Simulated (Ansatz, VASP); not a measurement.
# HfN in two plane-wave programs, part 2 of 2

Wanted: the spread between two codes on one cell, functional and k mesh. The cell is taken from a series of runs on this material, whose earlier steps may have relaxed, scaled, displaced or heated it; both programs get it as it stands.

VASP 6.6.1 and Ansatz 0.2.0.

So far: Starting point; Ansatz: zone-centre phonons, LDA, pair 1; VASP: zone-centre phonons, LDA, pair 1; Comparison.

## (5) Ansatz: zone-centre phonons, LDA, pair 2

Level of this step: Ansatz beside VASP: Kohn-Sham DFT, plane waves, LDA (Ansatz).

Second derivatives magnify differences that forces hide, and they need a tight electronic threshold. The cell compared in this pair holds 23.64 Å³, against 23.19 Å³ for the pair before.

The cell is taken from a series of runs on this material, whose earlier steps may have relaxed, scaled, displaced or heated it; both programs get it as it stands.

Contents of input.yaml:

```yaml
crystal:
  lattice:
    - [0.0, 2.2778856643, 2.2778856643]
    - [2.2778856643, 0.0, 2.2778856643]
    - [2.2778856643, 2.2778856643, 0.0]
  atoms:
    - { symbol: "N", position: [0.5, 0.5, 0.5] }
    - { symbol: Hf, position: [0.0, 0.0, 0.0] }
kpoints:
  mp_grid: { grid: [16, 16, 16] }
hamiltonian:
  xc: lda
  pseudopotentials: { kind: paw, azcp: { folder: soft_1 }, xc_functional: pbe }
scf:
  occupations: { method: methfessel_paxton, width: 0.2 }
output:
  eigenvalues: true
phonons:
  method: dfpt
```

The run is started by

```sh
> ansatz run input.yaml --threads 4 --pin off --max-ram 10240MiB --backend cpu --events-out ev --progress --plain --runs-dir out
```

Numbers of over 12 decimals in the logs are rounded to 6 here.

The log of the run:

```text
[...]
Crystal: 2 atoms, lattice volume = 23.639 Å³
Basis set: ecut = 420 eV, 459 PW (Γ), exchange–correlation on 48×48×48 points (8 copies of the dense FFT grid, shifted against one another)
Bands: 20, of which v1, the nominal top of the filled ones, is band 16 counted from 1 (15 counted from 0)
Symmetry: 48 space group operations
k-points: 349 of 4096 (irreducible under 8 space group operations, time reversal used)
[...]
k-point 2: bands = [... 12 lower, 17.0531, 17.5734, 17.5734, 21.1566, 21.3068, 21.3068, 23.9095, 24.1295]
  k-point 348: bands = [... 12 lower, 15.2117, 15.8373, 15.8373, 22.3122, 22.3122, 26.5088, 26.5164, 27.0637]
[...]
ASR residual: 2.085e-5 → 0.000e0 eV/Å²; symmetrization residual: 8.759e-7 eV/Å²
  ASR residual per site (eV/Å²): 6.11e-6 2.09e-5
  Γ frequencies (cm⁻¹): 0.00 0.00 0.00 458.21 458.21 458.21
[...]
[key lines of the parts left out:]
SCF converged after 11 iterations
Free energy (F): -15855.209527 eV
Fermi energy:    21.220339 eV
```

## (6) VASP: zone-centre phonons, LDA, pair 2

The same cell, functional (in two slightly different forms), mesh and smearing now go to VASP, with its own data sets.

Contents of INCAR:

```
SYSTEM = HfN
PREC = Accurate
ENCUT = 600
EDIFF = 1E-08
NELM = 120
ISMEAR = 1
SIGMA = 0.2
LREAL = .FALSE.
ALGO = Normal
GGA = CA
NBANDS = 13
LASPH = .TRUE.
LORBIT = 11
LWAVE = .FALSE.
LCHARG = .FALSE.
ISIF = 2
IBRION = 8
GGA_COMPAT = .FALSE.
KPAR = 2
```

Contents of POSCAR:

```
HfN
1.0
    0.0000000000      2.2778856643      2.2778856643
    2.2778856643      0.0000000000      2.2778856643
    2.2778856643      2.2778856643      0.0000000000
N Hf
1 1
Direct
    0.5000000000      0.5000000000      0.5000000000
    0.0000000000      0.0000000000      0.0000000000
```

Contents of KPOINTS:

```
Automatic mesh
0
Gamma
16 16 16
0 0 0
```

PAW data sets: N and Hf_pv (LDA family, release 64).

The run is started by

```sh
> mpirun -np 2 vasp_std
```

The log of the run:

```text
[... set-up lines as in an earlier step ...]
 entering main loop
       N       E                     dE             d eps       ncg     rms          rms(c)
DAV:   1     0.388857205994E+02    0.38886E+02   -0.86542E+03  3778   0.121E+03
DAV:   2    -0.246300972736E+02   -0.63516E+02   -0.59553E+02  4977   0.245E+02
DAV:   3    -0.267681249596E+02   -0.21380E+01   -0.21248E+01  4500   0.359E+01
DAV:   4    -0.267784454885E+02   -0.10321E-01   -0.10315E-01  4173   0.292E+00
[...]
DAV:  12    -0.237934582404E+02   -0.40458E-06   -0.71249E-06  4630   0.243E-02    0.300E-03
DAV:  13    -0.237934582135E+02    0.26913E-07   -0.84885E-08  4336   0.282E-03    0.486E-03
DAV:  14    -0.237934582117E+02    0.18140E-08   -0.13522E-08  3012   0.103E-03
   1 F= -.23793458E+02 E0= -.23793485E+02  d E =0.808662E-04
 Linear response reoptimize wavefunctions to high precision
DAV:   1    -0.237934582116E+02    0.15802E-09   -0.68612E-10  3045   0.253E-04
DAV:   2    -0.237934582115E+02    0.21600E-10   -0.10296E-10  1945   0.873E-05
 Linear response DOF=           2
 Linear response progress:
[...]
RMM:   8    -0.228946892864E+00   -0.21227E-05    0.12354E-07 16220   0.423E-04    0.788E-04
RMM:   9    -0.228947586516E+00   -0.69365E-06    0.52386E-08 16479   0.973E-05    0.161E-04
RMM:  10    -0.228947587794E+00   -0.12789E-08    0.13070E-08 17287   0.213E-05    0.598E-05
 first order change of Fermi-energy   0.30541E-04
 force on displaced ion       1 direction 1 : -10.127   0.000   0.000
 Linear response progress:
  Degree of freedom:   2/  2
       N       E                     dE             d eps       ncg     rms          rms(c)
RMM:   1    -0.208316806418E+00   -0.20832E+00    0.34283E+00 10496   0.113E+01
RMM:   2    -0.205662639264E+00    0.26542E-02   -0.26751E-02 13859   0.119E+00    0.576E-01
RMM:   3    -0.205164646996E+00    0.49799E-03   -0.70637E-04 16666   0.133E-01    0.299E-01
RMM:   4    -0.204714500498E+00    0.45015E-03   -0.70163E-05 18288   0.527E-02    0.144E-01
[...]
RMM:  11    -0.204444941771E+00   -0.13035E-07   -0.11733E-07 19812   0.418E-05    0.103E-05
RMM:  12    -0.204444931299E+00    0.10472E-07   -0.10938E-07 18605   0.210E-05    0.101E-05
RMM:  13    -0.204444926732E+00    0.45671E-08   -0.65137E-08 15195   0.111E-05    0.147E-05
 first order change of Fermi-energy   0.17672E-03
 force on displaced ion       2 direction 1 : -10.120   0.000   0.000
 Linear response finished
```

Parts of OUTCAR (step 6):

```text
  Total       -2.4889546     -2.4889546     -2.4889546     -0.0000000      0.0000000      0.0000000
  in kB     -168.6948385   -168.6948385   -168.6948385     -0.0000000      0.0000000      0.0000000
  external PRESSURE =    -168.6948385 kB  Pullay stress =       0.0000000 kB

 POSITION                                       TOTAL-FORCE (eV/Angst)
 -----------------------------------------------------------------------------------
      2.27789      2.27789      2.27789         0.000000     -0.000000      0.000000
      0.00000      0.00000      0.00000        -0.000000      0.000000     -0.000000
 -----------------------------------------------------------------------------------
    total drift:                                0.000000      0.000000      0.000000

[... 1 part as in an earlier step ...]

[... 1 further part left out ...]
```

## (7) Differences

What differs besides the data sets and the points named for the pairs above, as far as they apply: the data sets hold 31 valence electrons in Ansatz (on its PAW soft_1 files) and 15 in VASP. Total energies have different zeros and are not compared.

Compared:

| quantity | Ansatz | VASP | difference |
| --- | --- | --- | --- |
| optical mode 1 to 3 (cm⁻¹) | 458.2 | 460.5 | -0.51 % |

Modes are paired by rising frequency, not by their patterns, so a pair may set unlike modes beside each other; they are those without the splitting of longitudinal modes.

## (8) Results

```yaml
r_m_s_difference_of_the_optical_zone_centre_modes_each_program_s_sorted_by_frequency_zone_centre_phonons_lda_pair_1: 2.7 cm⁻¹
difference_in_optical_mode_1_to_3_zone_centre_phonons_lda_pair_1: -0.6 %
r_m_s_difference_of_the_optical_zone_centre_modes_each_program_s_sorted_by_frequency_zone_centre_phonons_lda_pair_2: 2.3 cm⁻¹
difference_in_optical_mode_1_to_3_zone_centre_phonons_lda_pair_2: -0.5 %
```

**Reading.** The r.m.s. difference of the optical zone-centre modes, each program's sorted by frequency is 2.7 cm⁻¹ (zone-centre phonons, LDA, pair 1). The data sets hold unlike numbers of valence electrons (31 in Ansatz and 15 in VASP), so part of the differences comes from the potentials. Among the rows given in per cent, the largest difference of the zone-centre phonons, LDA, pair 1 pair is in optical mode 1 to 3, -0.6 %. Among the rows given in per cent, the largest difference of the zone-centre phonons, LDA, pair 2 pair is in optical mode 1 to 3, -0.5 %. How closely two codes agree says nothing of how well the functional describes the real material.

[Lines on the potential files, build, host, timing and source positions are cut from VASP's logs without a mark.]

[Logs are printed without paths, hosts, clocks, repeated set-up lines and the standing remarks that a program may print on its own settings, such as how far it seeks lower states.]

[Hosts, paths, dates, database ids (printed as entryN), source tags and the programs' standing remarks are cut or masked in the printed files.]
